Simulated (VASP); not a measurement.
Given:

```
CELL_PARAMETERS angstrom
      1.50062    -2.59916     0.00000
      1.50062     2.59916     0.00000
      0.00000     0.00000     5.94737
ATOMIC_POSITIONS crystal
  Cd 0.33333 0.66667 0.25000
  Cd 0.66667 0.33333 0.75000
```

These are PW91 GGA, VASP's PBE PAW potentials (set 64) (plane waves; VASP 6.6.1) values and carry that method's errors. Numerical set-up: 520 eV cut-off, Gaussian smearing of 0.050 eV, potentials Cd.

Question: Give the energies of bands 11 to 15 at the high-symmetry points, in eV from the Fermi level.

Answer: 
```tsv
band	Γ	M	K	A	L	H
11	-8.30	-1.94	0.33	-7.00	-1.22	1.32
12	-3.51	-1.54	0.33	-7.00	-1.22	1.32
13	-2.79	1.67	0.76	2.87	0.13	1.57
14	8.96	2.67	4.07	2.87	0.13	1.57
15	13.14	3.06	4.41	14.98	7.34	1.98
```

It has no gap at this level: it comes out as a metal or semimetal.

The compound is Cd in the hcp structure. It was relaxed first, which changed the volume by +7 %.
